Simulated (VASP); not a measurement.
A convergence study with VASP on Tc (hcp): one setting is varied, all else stays as given below, so the limit is that of these other settings.

```
Tc
1.0
    1.37000    -2.37291     0.00000
    1.37000     2.37291     0.00000
    0.00000     0.00000     4.39000
Tc
2
Direct
  0.33333   0.66667   0.25000
  0.66667   0.33333   0.75000
```

Calculation: PBE GGA, VASP's PBE PAW potentials (set 64) (plane waves; VASP). The tightest run used: 550 eV cut-off, 25×25×13 Γ-centred mesh, tetrahedra with Blöchl corrections, potentials Tc_pv.

| setting | E (eV/atom) | pressure (GPa) | irreducible k-points |
|---|---|---|---|
| 3×3×2 mesh | -9.9327 | 13.71 | 6 |
| 4×4×2 mesh | -10.3518 | 3.56 | 8 |
| 5×5×3 mesh | -10.4156 | 1.99 | 10 |
| 6×6×3 mesh | -10.3624 | 3.37 | 14 |
| 7×7×4 mesh | -10.3622 | 3.10 | 24 |
| 8×8×4 mesh | -10.3507 | 2.79 | 30 |
| 9×9×5 mesh | -10.3425 | 3.29 | 36 |
| 10×10×5 mesh | -10.3504 | 3.30 | 42 |
| 11×11×6 mesh | -10.3485 | 3.01 | 64 |

**Question.** These are the cheaper rows. Estimate the results at 25×25×13 mesh, and how far the last row shown lies from them.

**Answer.** 
| quantity | tightest run | last row shown is off by |
|---|---|---|
| E (eV/atom) | -10.3494 | 0.0010 |
| pressure (GPa) | 3.05 | -0.03 |

Left out are rungs that failed or repeat a setting and relaxations that didn't move; long series are thinned to 24 rows.

The compound is Tc in the hcp structure. The cell was not relaxed at this level.
